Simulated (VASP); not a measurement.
Input for VASP

**INCAR**
```
SYSTEM = RbCl
PREC = Accurate
ENCUT = 520
EDIFF = 1E-6
NELM = 60
ALGO = Normal
LREAL = .FALSE.
LASPH = .TRUE.
ISMEAR = 0
SIGMA = 0.05
GGA = PE
HFSCREEN = 0.2
AEXX = 0.25
LHFCALC = .TRUE.
PRECFOCK = Fast
ISYM = 3
LMAXMIX = 4
LWAVE = .FALSE.
LCHARG = .FALSE.
ISIF = 2
```

**POSCAR**
```
RbCl
1
    0.0000000000     3.3171687366     3.3171687366
    3.3171687366     0.0000000000     3.3171687366
    3.3171687366     3.3171687366     0.0000000000
Rb Cl
1 1
Direct
  0.0000000000   0.0000000000   0.0000000000
  0.5000000000   0.5000000000   0.5000000000
```

### KPOINTS
```
Automatic
0
G
6 6 6
```

POTCAR, in this order: Rb_sv Cl (PBE.64 set). Program: vasp_std. Read from the step before: WAVECAR.

Problem. Write an equivalent input for Quantum ESPRESSO's pw.x.

Solution. One equivalent input (not run):
```
&CONTROL
  calculation = 'scf'
  pseudo_dir = './pseudo'
  outdir = './out'
  tprnfor = .true.
  tstress = .false.
/
&SYSTEM
  ibrav = 0
  nat = 2
  ntyp = 2
  ecutwfc = 58
  occupations = 'smearing'
  smearing = 'gaussian'
  degauss = 0.003675
  input_dft = 'hse'
  nqx1 = 6
  nqx2 = 6
  nqx3 = 6
  screening_parameter = 0.1058
/
&ELECTRONS
  conv_thr = 7.3e-08
  electron_maxstep = 60
/
ATOMIC_SPECIES
  Rb 85.468 Rb.upf
  Cl 35.450 Cl.upf
CELL_PARAMETERS angstrom
     0.0000000    3.3171687    3.3171687
     3.3171687    0.0000000    3.3171687
     3.3171687    3.3171687    0.0000000
ATOMIC_POSITIONS crystal
  Rb   0.0000000  0.0000000  0.0000000
  Cl   0.5000000  0.5000000  0.5000000
K_POINTS automatic
  6 6 6 0 0 0
```
The two are equivalent in intent, not identical: the potentials are each code's own (VASP's PAW set, PseudoDojo norm-conserving files in pw.x), so ENCUT and ecutwfc are chosen apart and not converted; conv_thr bounds pw.x's estimated SCF error, while EDIFF bounds the energy change between steps.

The compound is RbCl in the rock salt structure. This cell is one point of a volume scan, at 0.97 of the reference volume.
